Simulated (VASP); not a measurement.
Given:

```yaml
crystal:
  lattice:
    - [2.00128, -3.46632, 0.00000]
    - [2.00128, 3.46632, 0.00000]
    - [0.00000, 0.00000, 6.34611]
  atoms:
    - { symbol: La, position: [0.33333, 0.66667, 0.24755] }
    - { symbol: La, position: [0.66667, 0.33333, 0.75245] }
    - { symbol: O, position: [0.00000, 0.00000, 0.00000] }
    - { symbol: O, position: [0.33333, 0.66667, 0.64584] }
    - { symbol: O, position: [0.66667, 0.33333, 0.35416] }
```

These are vdW-DF2, VASP's PBE PAW potentials (set 64) (plane waves; VASP) values and carry that method's errors. Run with 520 eV cut-off, 7×7×4 Γ-centred mesh, tetrahedra with Blöchl corrections, potentials La O.

The cores are frozen, which limits the accuracy of field gradients.

Task: Give the principal components of the electric field gradient (V/Å²) and the asymmetry η at each nucleus.

Result: 
```json
[
 {"atom": "La1", "Vxx": "-57.4", "Vyy": "-57.4", "Vzz": "114.8", "η": "0.00"},
 {"atom": "La2", "Vxx": "-57.4", "Vyy": "-57.4", "Vzz": "114.8", "η": "0.00"},
 {"atom": "O3", "Vxx": "4.9", "Vyy": "4.8", "Vzz": "-9.7", "η": "0.00"},
 {"atom": "O4", "Vxx": "-3.3", "Vyy": "-3.3", "Vzz": "6.6", "η": "0.00"},
 {"atom": "O5", "Vxx": "-3.3", "Vyy": "-3.3", "Vzz": "6.6", "η": "0.00"}
]
```

The compound is La2O3 in the a-type structure. It was relaxed first, which changed the volume by +7 %.
